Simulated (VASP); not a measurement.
An input for Quantum ESPRESSO's pw.x (written as the equivalent of a VASP run, and not itself run):

```
&CONTROL
  calculation = 'scf'
  pseudo_dir = './pseudo'
  outdir = './out'
  tprnfor = .true.
  tstress = .true.
/
&SYSTEM
  ibrav = 0
  nat = 2
  ntyp = 2
  ecutwfc = 62.5
  occupations = 'smearing'
  smearing = 'gaussian'
  degauss = 0.003675
  input_dft = 'pbe'
/
&ELECTRONS
  conv_thr = 7.3e-09
  electron_maxstep = 100
/
ATOMIC_SPECIES
  Pb 207.200 Pb.upf
  S 32.060 S.upf
CELL_PARAMETERS angstrom
     0.0000000    3.0019069    3.0019069
     3.0019069    0.0000000    3.0019069
     3.0019069    3.0019069    0.0000000
ATOMIC_POSITIONS crystal
  Pb   0.0000000  0.0000000  0.0000000
  S    0.5000000  0.5000000  0.5000000
K_POINTS automatic
  8 8 8 0 0 0
```

Q: Translate this input to VASP (INCAR, KPOINTS, POSCAR, choice of POTCAR).

A: Several could match; the one computed here: 
**POSCAR**
```
PbS
1
    0.0000000000     3.0019069061     3.0019069061
    3.0019069061     0.0000000000     3.0019069061
    3.0019069061     3.0019069061     0.0000000000
Pb S
1 1
Direct
  0.0000000000   0.0000000000   0.0000000000
  0.5000000000   0.5000000000   0.5000000000
```

File KPOINTS:
```
Automatic mesh
0
Gamma
8 8 8
0 0 0
```

INCAR:
```
! general
SYSTEM  = PbS
PREC    = Accurate
ENCUT   = 480
LREAL   = F
LASPH   = T

! electronic loop
EDIFF   = 1E-7
NELM    = 100
ALGO    = Normal
LMAXMIX = 4

! smearing
ISMEAR  = 0
SIGMA   = 0.05

! functional
GGA     = PE

! ions
ISIF    = 2

! output
LWAVE   = F
LCHARG  = F
```

POTCAR, in this order: Pb_d S (PBE.64 set). Program: vasp_std.

Limits of the translation: the potentials are each code's own (VASP's PAW set, PseudoDojo norm-conserving files in pw.x), so ENCUT and ecutwfc are chosen apart and not converted; conv_thr bounds pw.x's estimated SCF error, while EDIFF bounds the energy change between steps.

The compound is PbS in the rock salt structure. It was relaxed first.
